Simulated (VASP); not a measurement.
# ZnO (zincite): what each functional gives, and what it costs, part 3 of 3

Aim: compute the gap of ZnO (zincite) from the cheapest level upwards and hold each value against experiment. The start is a cell from a database of measured crystal structures.

VASP 6.6.1, plane waves and PAW; the level of theory is named at each step.

So far, least gap on mesh and path (eV): step 2 (bands, level LDA) 0.730; step 9 (bands, level HSE06) 2.50; step 11 (bands, level r2SCAN-EpsX, ε∞ used 5.865) 2.78; step 12 (bands, level r2SCANh) 2.13; step 13 (bands, level PBE-EpsX, ε∞ used 5.865) 2.41.

## (14) Bands with B3LYP

This step: B3LYP; plane waves and PAW (Zn, O) (VASP 6.6.1).

B3LYP, with a fifth of exact exchange, was fitted to molecules.

INCAR

```
SYSTEM = ZnO
PREC = Accurate
ENCUT = 520
EDIFF = 1E-06
NELM = 100
ISMEAR = 0
SIGMA = 0.02
LREAL = .FALSE.
ALGO = Normal
LHFCALC = .TRUE.
AEXX = 0.2
GGA = B3
AGGAX = 0.72
AGGAC = 0.81
ALDAC = 0.19
LASPH = .TRUE.
NBANDS = 24
PRECFOCK = Fast
HFRCUT = -1
LORBIT = 11
LWAVE = .FALSE.
LCHARG = .FALSE.
KPAR = 8
```

POSCAR

```
ZnO
1.0
    3.2493080000      0.0000000000      0.0000000000
   -1.6246540000      2.8139832727      0.0000000000
    0.0000000000      0.0000000000      5.2057090000
Zn O
2 2
Direct
    0.3333333333      0.6666666667      0.5000000000
    0.6666666667      0.3333333333      0.0000000000
    0.6666666667      0.3333333333      0.3790100000
    0.3333333333      0.6666666667      0.8790100000
```

KPOINTS

```
Automatic mesh
0
Gamma
5 5 3
0 0 0
```

KPOINTS_OPT

```
Line mode
6
Line-mode
Reciprocal
  0.00000000   0.00000000   0.00000000 GAMMA
  0.50000000   0.00000000   0.00000000 M

  0.50000000   0.00000000   0.00000000 M
  0.33333333   0.33333333   0.00000000 K

  0.33333333   0.33333333   0.00000000 K
  0.00000000   0.00000000   0.00000000 GAMMA

  0.00000000   0.00000000   0.00000000 GAMMA
  0.00000000   0.00000000   0.50000000 A

  0.00000000   0.00000000   0.50000000 A
  0.50000000   0.00000000   0.50000000 L

  0.50000000   0.00000000   0.50000000 L
  0.33333333   0.33333333   0.50000000 H

  0.33333333   0.33333333   0.50000000 H
  0.00000000   0.00000000   0.50000000 A

  0.50000000   0.00000000   0.50000000 L
  0.50000000   0.00000000   0.00000000 M

  0.33333333   0.33333333   0.00000000 K
  0.33333333   0.33333333   0.50000000 H
```

Potentials, in the order of the species: Zn and O (PBE family, release 64).

Started as:

```
mpirun -np 8 vasp_std
```

It took 8.7 min on 8 MPI ranks of Intel Xeon Platinum 8488C (Sapphire Rapids), shared host; peak memory 1.7 GiB; 69 min of CPU time.

Electronic bands along the path, in eV, zero at the valence-band top; v1 is the highest filled band, c1 the lowest empty one:

| point | v4 | v3 | v2 | v1 | c1 | c2 | c3 |
| --- | --- | --- | --- | --- | --- | --- | --- |
| Γ | -0.86 | -0.06 | 0.00 | 0.00 | 2.87 | 7.47 | 10.70 |
| 0.40 of the way | -1.40 | -1.37 | -0.36 | -0.28 | 4.72 | 8.87 | 10.59 |
| M | -3.02 | -2.37 | -1.37 | -0.86 | 8.06 | 9.12 | 9.85 |
| 0.60 of the way | -3.46 | -2.51 | -1.69 | -1.41 | 9.04 | 9.88 | 9.93 |
| K | -3.86 | -2.06 | -2.06 | -1.81 | 9.87 | 10.09 | 10.09 |
| 0.60 of the way | -1.99 | -1.38 | -0.44 | -0.44 | 5.16 | 9.24 | 10.60 |
| Γ | -0.86 | -0.06 | 0.00 | 0.00 | 2.87 | 7.47 | 10.70 |
| 0.40 of the way | -0.78 | -0.69 | -0.08 | -0.08 | 3.60 | 7.13 | 10.98 |
| A | -0.43 | -0.43 | -0.43 | -0.43 | 5.60 | 5.60 | 12.52 |
| 0.60 of the way | -1.44 | -1.44 | -1.17 | -1.17 | 7.33 | 7.33 | 11.49 |
| L | -1.58 | -1.58 | -1.42 | -1.42 | 7.93 | 7.93 | 10.89 |
| 0.40 of the way | -2.06 | -2.06 | -1.32 | -1.32 | 8.47 | 8.47 | 10.91 |
| H | -2.88 | -2.88 | -1.27 | -1.27 | 10.29 | 10.29 | 10.35 |
| 0.40 of the way | -1.78 | -1.78 | -1.34 | -1.34 | 7.93 | 7.93 | 11.44 |
| A | -0.43 | -0.43 | -0.43 | -0.43 | 5.60 | 5.60 | 12.52 |
| jump to L | -1.58 | -1.58 | -1.42 | -1.42 | 7.93 | 7.93 | 10.89 |
| 0.40 of the way | -2.16 | -2.03 | -1.17 | -1.15 | 7.69 | 8.59 | 10.48 |
| M | -3.02 | -2.37 | -1.37 | -0.86 | 8.06 | 9.12 | 9.85 |
| jump to K | -3.86 | -2.06 | -2.06 | -1.81 | 9.87 | 10.09 | 10.09 |
| 0.40 of the way | -3.82 | -2.02 | -1.77 | -1.77 | 9.98 | 10.15 | 10.15 |
| H | -2.88 | -2.88 | -1.27 | -1.27 | 10.29 | 10.29 | 10.35 |

The largest weight of each band there:

| point | v4 | v3 | v2 | v1 | c1 | c2 | c3 |
| --- | --- | --- | --- | --- | --- | --- | --- |
| Γ | O 0.68 | O 0.71 | O 0.69 | O 0.69 | Zn 0.60 | Zn 0.80 | O 0.72 |
| M | O 0.55 | O 0.68 | O 0.61 | O 0.69 | Zn 0.63 | Zn 0.59 | Zn 0.70 |
| K | Zn 0.51 | O 0.59 | O 0.59 | O 0.61 | Zn 0.91 | Zn 0.54 | Zn 0.54 |
| Γ | O 0.68 | O 0.71 | O 0.69 | O 0.69 | Zn 0.60 | Zn 0.80 | O 0.72 |
| A | O 0.68 | O 0.68 | O 0.68 | O 0.68 | O 0.53 | O 0.53 | Zn 0.77 |
| L | O 0.67 | O 0.67 | O 0.66 | O 0.66 | Zn 0.78 | Zn 0.78 | O 0.56 |

The gap is 2.87 eV, direct at Γ. Against LDA that is +2.14 eV; this run took 47 times the core time, on fewer points of the path. The gap lies -0.51 eV from the measured 3.38 eV.

## (15) The ladder as a table

This step: ladder of functionals on one cell; plane waves and PAW (VASP 6.6.1).

Derived from the runs above.

A gap of 0 means none; cost is the wall time of each run, as given at its step, times its ranks, without the set-up around it. Results by level, by row:

| level | gap (eV) | least direct gap (eV) | pressure (GPa) | cost (core minutes) |
| --- | --- | --- | --- | --- |
| LDA | 0.73 | 0.73 | -5.97 | 1.47 |
| PBE | 0.785 | 0.785 | 6.02 | 1.87 |
| r2SCAN | 1.229 | 1.229 | -0.13 | 5.07 |
| TB-mBJ | 2.582 | 2.582 | - | 4.4 |
| BLYP | 0.958 | 0.958 | 10.45 | 2.35 |
| SCAN | 1.154 | 1.154 | -1.37 | 4.8 |
| HSE06 | 2.503 | 2.503 | - | 71.2 |
| r2SCAN-EpsX | 2.781 | 2.781 | - | 74.8 |
| r2SCANh | 2.129 | 2.129 | - | 70.8 |
| PBE-EpsX | 2.408 | 2.408 | - | 68.4 |
| B3LYP | 2.874 | 2.874 | - | 69.3 |

## (16) Outcome

```yaml
gap_lda: 0.730 eV
gap_pbe: 0.785 eV
gap_r2scan: 1.23 eV
gap_tb_mbj: 2.58 eV
gap_blyp: 0.958 eV
gap_scan: 1.15 eV
gap_hse06: 2.50 eV
gap_r2scan_epsx: 2.78 eV
gap_r2scanh: 2.13 eV
gap_pbe_epsx: 2.41 eV
gap_b3lyp: 2.87 eV
```

For ZnO (zincite) the functional decides between a gap of 0.730 eV (LDA) and 2.87 eV (B3LYP), while across these levels the cost spans a factor of 51. No level that was run brings the gap within 0.24 eV of experiment (a bound picked here). In most such crystals zero-point and thermal motion narrow the gap, so the static value to match lies above the measured one, and levels a little over it fare better than the table shows. HSE06 moves the gap by +1.72 eV from PBE, at about 38 times the core time, though on fewer points of the path. On r2SCAN the gap grows with the share of exact exchange: 1.23 eV at none, 2.13 eV at 0.10, 2.78 eV at 0.17. TB-mBJ lands +0.08 eV from HSE06 at 6.2 % of its cost. All levels use one geometry and one mesh, kept coarse to afford the hybrids, so no gap here is fully converged. Costs come from a shared host, and the hybrids use PRECFOCK = Fast. These are single-particle gaps of a static lattice, without excitons or temperature.

Comparison with the measured values:

| quantity | measured | LDA | PBE | r2SCAN | TB-mBJ | HSE06 | r2SCAN-EpsX | B3LYP |
| --- | --- | --- | --- | --- | --- | --- | --- | --- |
| band gap (least gap) (eV) | 3.38 | 0.73 (-2.65 eV) | 0.79 (-2.59 eV) | 1.23 (-2.15 eV) | 2.58 (-0.80 eV) | 2.50 (-0.88 eV) | 2.78 (-0.60 eV) | 2.87 (-0.51 eV) |

Measured values from pmc:10652265 (2023).

**Verdict.** For the band gap, of the levels listed nearest comes B3LYP (-0.51 eV, fair agreement) and farthest LDA (-2.65 eV, a clear miss). Zero-point and thermal motion shift the measured gap. No cell relaxation is part of this session.

[Lines on the potential files, build, host, timing and source positions are cut from VASP's logs without a mark.]

[Logs are printed without paths, hosts, clocks, repeated set-up lines and the standing remarks that a program may print on its own settings, such as how far it seeks lower states.]

[Hosts, paths, dates, database ids (printed as entryN), source tags and the programs' standing remarks are cut or masked in the printed files.]

[Measured values are set beside computed ones only where the two were judged alike; some that the calculation misses by far are left out.]
